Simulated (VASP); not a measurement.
# NaMg6V (Amm2) in VASP: reference runs

Aim: a first look at NaMg6V with PBE, on the cell as given and on a disturbed one.

Everything below comes from runs of VASP 6.6.1. Logs are shortened: lines on timing, memory, paths and dates and some standing lists are left out, and cuts for length are marked.

## (1) The crystal as given

It takes space group Amm2 (No. 38, orthorhombic). The conventional cell has a = 5.151 Å, b = 6.579 Å, c = 10.825 Å, α = 90.00°, β = 90.00°, γ = 90.00°. V (site symmetry mm2) has 10 Mg at 3.12 to 3.18 Å and 2 Na at 3.29 Å as nearest neighbours. Mg (site symmetry mm2) has 10 Mg at 3.12 to 3.29 Å and 2 Na at 3.18 Å as nearest neighbours. Mg (site symmetry mm2) has 10 Mg at 3.04 to 3.29 Å and 2 V at 3.14 Å as nearest neighbours. Mg (site symmetry m) has 8 Mg at 3.04 to 3.48 Å and 2 V at 3.12 Å and 2 Na at 3.22 Å as nearest neighbours. Mg (site symmetry m) has 2 Na at 3.15 to 3.19 Å and 2 V at 3.15 to 3.18 Å and 8 Mg at 3.17 to 3.31 Å as nearest neighbours. Around Na (site symmetry mm2) lie 10 Mg at 3.15 to 3.22 Å and 2 V at 3.29 Å.

The cell comes from a database or a generator and needn't be the stable form of this composition.

## (2) Single point, PBE, collinear spin, ferromagnetic start

File INCAR:

```
SYSTEM = NaMg6V
  PREC = Accurate
  ENCUT = 520
  EDIFF = 1E-7
  ISMEAR = -1
  SIGMA = 0.05
  LREAL = .FALSE.
  LASPH = .TRUE.
  NELM = 150
  ALGO = Normal
  ISIF = 2
  LWAVE = .FALSE.
  LCHARG = .FALSE.
  ISPIN = 2
  MAGMOM = 2 0 0 0 0 0 0 0
  LORBIT = 11
  LMAXMIX = 4
  GGA = PE
  NBANDS = 30
```

File KPOINTS:

```
regular mesh
0
G
  5 5 5
  0 0 0
```

File POSCAR:

```
NaMg6V
1.0
    5.1510920000      0.0000000000      0.0000000000
    0.0000000000      3.2895525000      5.4126555000
    0.0000000000     -3.2895525000      5.4126555000
V Mg Na
1 6 1
Direct
    0.5000000000      0.8363410000      0.8363410000
    0.0000000000      0.1628880000      0.1628880000
    0.0000000000      0.6711070000      0.6711070000
    0.0000000000      0.6770890000      0.1487470000
    0.0000000000      0.1487470000      0.6770890000
    0.5000000000      0.8323870000      0.3358750000
    0.5000000000      0.3358750000      0.8323870000
    0.5000000000      0.3355700000      0.3355700000
```

Potentials or basis: VASP PAW PBE potentials, release 64 (V_sv, Mg, Na_pv).

Run with:

```console
cat potpaw_PBE.64/V_sv/POTCAR potpaw_PBE.64/Mg/POTCAR potpaw_PBE.64/Na_pv/POTCAR > POTCAR
mpirun -np 1 vasp_std > vasp.out
```

OUTCAR:

```text
SYSTEM = NaMg6V
   PREC = Accurate
   ENCUT = 520
   EDIFF = 1E-7
   ISMEAR = -1
   LREAL = .FALSE.
   LASPH = .TRUE.
   NELM = 150
   ISIF = 2
   ISPIN = 2
   LORBIT = 11
   GGA = PE

 ion  position               nearest neighbor table
   1  0.500  0.836  0.836-   4 3.12   5 3.12   4 3.12   5 3.12   3 3.14   3 3.14   7 3.15   6 3.15
                             7 3.18   6 3.18
   2  0.000  0.163  0.163-   4 3.12   5 3.12   6 3.18   7 3.18   6 3.18   7 3.18   8 3.18   8 3.18
                             4 3.22   5 3.22   3 3.29   3 3.29
   3  0.000  0.671  0.671-   4 3.04   5 3.04   1 3.14   1 3.14   7 3.19   6 3.19   6 3.19   7 3.19
                             2 3.29   2 3.29   5 3.29   4 3.29
   4  0.000  0.677  0.149-   3 3.04   5 3.10   1 3.12   1 3.12   2 3.12   6 3.17   6 3.17   2 3.22
                             8 3.22   8 3.22   3 3.29   5 3.48
   5  0.000  0.149  0.677-   3 3.04   4 3.10   1 3.12   1 3.12   2 3.12   7 3.17   7 3.17   2 3.22
                             8 3.22   8 3.22   3 3.29   4 3.48
   6  0.500  0.832  0.336-   8 3.15   1 3.15   4 3.17   4 3.17   2 3.18   2 3.18   1 3.18   8 3.19
                             3 3.19   3 3.19   7 3.27   7 3.31
   7  0.500  0.336  0.832-   8 3.15   1 3.15   5 3.17   5 3.17   2 3.18   2 3.18   1 3.18   8 3.19
                             3 3.19   3 3.19   6 3.27   6 3.31
   8  0.500  0.336  0.336-   6 3.15   7 3.15   2 3.18   2 3.18   6 3.19   7 3.19   5 3.22   4 3.22
                             4 3.22   5 3.22

  LATTYP: Found a base centered orthorhombic cell.
 ALAT       =     6.5791050000
 B/A-ratio  =     1.6454078480
 C/A-ratio  =     0.7829472246

  Lattice vectors:

 A1 = (   0.0000000000,   3.2895525000,  -5.4126555000)
 A2 = (   0.0000000000,   3.2895525000,   5.4126555000)
 A3 = (   5.1510920000,   0.0000000000,   0.0000000000)

Analysis of symmetry for initial positions (statically):
=====================================================================
 Subroutine PRICEL returns:
 Original cell was already a primitive cell.

 Routine SETGRP: Setting up the symmetry group for a
 base centered orthorhombic supercell.

 Subroutine GETGRP returns: Found  4 space group operations
 (whereof  4 operations were pure point group operations)
 out of a pool of  8 trial point group operations.

The static configuration has the point symmetry C_2v.

Analysis of symmetry for dynamics (positions and initial velocities):
=====================================================================
 Subroutine PRICEL returns:
 Original cell was already a primitive cell.

 Routine SETGRP: Setting up the symmetry group for a
 base centered orthorhombic supercell.

 Subroutine GETGRP returns: Found  4 space group operations
 (whereof  4 operations were pure point group operations)
 out of a pool of  8 trial point group operations.

The dynamic configuration has the point symmetry C_2v.

Analysis of structural, dynamic, and magnetic symmetry:
=====================================================================
 Subroutine PRICEL returns:
 Original cell was already a primitive cell.

 Routine SETGRP: Setting up the symmetry group for a
 base centered orthorhombic supercell.

 Subroutine GETGRP returns: Found  4 space group operations
 (whereof  4 operations were pure point group operations)
 out of a pool of  8 trial point group operations.

The overall configuration has the point symmetry C_2v.

 Subroutine INISYM returns: Found  4 space group operations
 (whereof  4 operations are pure point group operations),
 and found     1 'primitive' translations

----------------------------------------------------------------------------------------

                                     Primitive cell

  volume of cell :     183.4326

  direct lattice vectors                    reciprocal lattice vectors
     5.151092000  0.000000000  0.000000000     0.194133593  0.000000000  0.000000000
     0.000000000  3.289552500  5.412655500     0.000000000  0.151996358  0.092376099
     0.000000000 -3.289552500  5.412655500     0.000000000 -0.151996358  0.092376099

  length of vectors
     5.151092000  6.333876792  6.333876792     0.194133593  0.177865782  0.177865782

  position of ions in fractional coordinates (direct lattice)
     0.500000000  0.836341000  0.836341000
     0.000000000  0.162888000  0.162888000
     0.000000000  0.671107000  0.671107000
[... 77 lines left out ...]
   NGXF,Y,Z  is equivalent  to a cutoff of  25.82, 25.20, 25.20 a.u.
 SYSTEM =  NaMg6V
   PREC   = accura    normal or accurate (medium, high low for compatibility)
   ISTART =      0    job   : 0-new  1-cont  2-samecut
   ICHARG =      2    charge: 1-file 2-atom 10-const
   ISPIN  =      2    spin polarized calculation?
   LNONCOLLINEAR =      F non collinear calculations
   LSORBIT =      F    spin-orbit coupling
   LASPH  =      T    aspherical Exc in radial PAW
   ENCUT  =  520.0 eV  38.22 Ry    6.18 a.u.   9.58 11.78 11.78*2*pi/ulx,y,z
   NELM   =    150;   NELMIN=  2; NELMDL= -5     # of ELM steps
   EDIFF  = 0.1E-06   stopping-criterion for ELM
   LREAL  =      F    real-space projection
   EDIFFG = 0.1E-05   stopping-criterion for IOM
   NSW    =      0    number of steps for IOM
   IBRION =     -1    ionic relax: 0-MD 1-quasi-New 2-CG
   NFREE  =      0    steps in history (QN), initial steepest desc. (CG)
   ISIF   =      2    stress and relaxation
   ISYM   =      2    0-nonsym 1-usesym 2-fastsym
   POTIM  = 0.5000    time-step for ionic-motion
   TEBEG  =    0.0;   TEEND  =   0.0 temperature during run
   PSTRESS=    0.0 pullay stress
   NELECT =      32.0000    total number of electrons
   NUPDOWN=      -1.0000    fix difference up-down
   EMIN   =  10.00;   EMAX   =-10.00  energy-range for DOS
   EFERMI =   0.00;   METHOD = LEGACY
   ISMEAR =    -1;   SIGMA  =   0.05  broadening in eV -4-tet -1-fermi 0-gaus
   EFERMI_NEDOS =   21; number of points for ismear=-14 and -15
   IALGO  =     38    algorithm
   IMIX   =      4    mixing-type and parameters
     AMIX     =   0.40;   BMIX     =  1.00
     AMIX_MAG =   1.60;   BMIX_MAG =  1.00
  volume/ion in A,a.u.               =      22.93       154.73
  Fermi-wavevector in a.u.,A,eV,Ry     =   0.914743  1.728615 11.384751  0.836756
  Thomas-Fermi vector in A             =   2.039405
   LORBIT       =     11    0 simple, 1 ext, 2 COOP (PROOUT), +10 PAW based schemes
   GGA     = PE    functional components
   LHFCALC =     F    Hartree Fock is set to
   AEXX    =    0.0000 exact exchange contribution
   IVDW    =     0    specifies the selected vdW correction
   LEPSILON=     F    determine dielectric tensor
   LRPA    =     F    only Hartree local field effects (RPA)
 spin polarized calculation
  energy-cutoff  :      520.00
  volume of cell :      183.43
 maximum number of plane-waves:      4972
 NGX is ok and might be reduce to    40
   NGX = 19   NGY = 23   NGZ = 23

 number of electron      32.0000006 magnetization       3.4751247

 Free energy of the ion-electron system (eV)
  ---------------------------------------------------
  ext. energy  EPLUGINS =         0.00000000
  ---------------------------------------------------
  free energy    TOTEN  =       -17.49763101 eV

  energy without entropy =      -17.46399425  energy(sigma->0) =      -17.48081263

 E-fermi :   2.6981     XC(G=0):  -8.6128

 val. band max:        2.6967724208   @ k =   0.4000  -0.2000   0.2000
 cond. band min:       2.7041823038   @ k =   0.2000   0.2000  -0.0000
 fundamental gap:      0.0074098830
 Fermi energy:         2.6981360785

 spin component 1

 k-point     1 :       0.0000    0.0000    0.0000
  band No.  band energies     occupation
      1     -62.0612      1.00000
      2     -35.9577      1.00000
      3     -35.9553      1.00000
      4     -35.8931      1.00000
      5     -21.2975      1.00000
      6     -21.2837      1.00000
[... 733 lines left out ...]
     27       7.2203      0.00000
     28       7.9308      0.00000

 [... further k-points ...]

 spin component 2

 k-point     1 :       0.0000    0.0000    0.0000
  band No.  band energies     occupation
      1     -59.3989      1.00000
      2     -33.3627      1.00000
      3     -33.2606      1.00000
      4     -33.2451      1.00000
      5     -21.3056      1.00000
      6     -21.2868      1.00000
[... 733 lines left out ...]
     27       7.3242      0.00000
     28       8.1582      0.00000

 [... further k-points ...]

 [bands above 28 left out]

------------------------ aborting loop because EDIFF is reached ----------------------------------------

  FORCE on cell =-STRESS in cart. coord.  units (eV):
  Direction    XX          YY          ZZ          XY          YZ          ZX
  --------------------------------------------------------------------------------------
  -------------------------------------------------------------------------------------
  Total       -0.2692634     -0.9380682      0.0619265      0.0000000      0.0000000      0.0000000
  in kB       -2.3518600     -8.1934821      0.5408920      0.0000000      0.0000000      0.0000000
  external PRESSURE =      -3.3348167 kB  Pullay stress =       0.0000000 kB

 VOLUME and BASIS-vectors are now :
 -----------------------------------------------------------------------------
  energy-cutoff  :      520.00
  volume of cell :      183.43
      direct lattice vectors                 reciprocal lattice vectors
     5.151092000  0.000000000  0.000000000     0.194133593  0.000000000  0.000000000
     0.000000000  3.289552500  5.412655500     0.000000000  0.151996358  0.092376099
     0.000000000 -3.289552500  5.412655500     0.000000000 -0.151996358  0.092376099

 POSITION                                       TOTAL-FORCE (eV/Angst)
 -----------------------------------------------------------------------------------
      2.57555      0.00000      9.05365         0.000000      0.000000      0.051862
      0.00000      0.00000      1.76331         0.000000      0.000000     -0.069915
      0.00000      0.00000      7.26494         0.000000      0.000000     -0.047989
      0.00000      1.73801      4.46997         0.000000      0.026769     -0.027648
      0.00000     -1.73801      4.46997         0.000000     -0.026769     -0.027648
      2.57555      1.63330      6.32340         0.000000     -0.011091      0.040865
      2.57555     -1.63330      6.32340         0.000000      0.011091      0.040865
      2.57555      0.00000      3.63265         0.000000      0.000000      0.039608
 -----------------------------------------------------------------------------------
    total drift:                               -0.000000     -0.000000     -0.000523

  FREE ENERGIE OF THE ION-ELECTRON SYSTEM (eV)
  ---------------------------------------------------
  free  energy   TOTEN  =       -17.4976310120 eV

  energy  without entropy=      -17.4639942470  energy(sigma->0) =      -17.48081263

 total charge

# of ion       s       p       d       tot
------------------------------------------
    1        2.221   6.069   3.016  11.306
    2        0.226   0.114   0.010   0.351
    3        0.206   0.127   0.013   0.346
    4        0.217   0.124   0.011   0.352
    5        0.217   0.124   0.011   0.352
    6        0.215   0.123   0.010   0.348
    7        0.215   0.123   0.010   0.348
    8        0.110   6.001   0.000   6.111
--------------------------------------------------
tot          3.628  12.804   3.081  19.514

 magnetization (x)

# of ion       s       p       d       tot
------------------------------------------
    1        0.046   0.037   2.685   2.768
    2        0.011  -0.012  -0.001  -0.001
    3       -0.006   0.005   0.002   0.000
    4       -0.007   0.005   0.002  -0.000
    5       -0.007   0.005   0.002  -0.000
    6       -0.010  -0.000   0.001  -0.009
    7       -0.010  -0.000   0.001  -0.009
    8       -0.003   0.003   0.000  -0.001
--------------------------------------------------
tot          0.014   0.041   2.693   2.748
```

It took 4.4 min on 1 thread of Intel Xeon 6975P-C (Granite Rapids), shared host; peak memory 0.51 GiB.

Results:

```
Free energy                                           : -17.4976 eV
Pressure                                              : -0.3 GPa
Largest force                                         : 0.070 eV/Å
Band gap on the k mesh                                : none (metal or under the smearing width)
Net moment                                            : 3.48 μB per cell
Site moments                                          : V +2.77; Mg -0.00, +0.00, -0.01; Na -0.00 μB
Valence electrons inside the program's atomic spheres : V 11.31; Mg 0.35; Na 6.11
```

Forces on the atoms (eV/Å):
```
V    0.000  0.000  0.052
Mg   0.000  0.000 -0.070
Mg   0.000  0.000 -0.048
Mg   0.000  0.027 -0.028
Mg   0.000 -0.027 -0.028
Mg   0.000 -0.011  0.041
Mg   0.000  0.011  0.041
Na   0.000  0.000  0.040
```

[end of part 1 of 2]
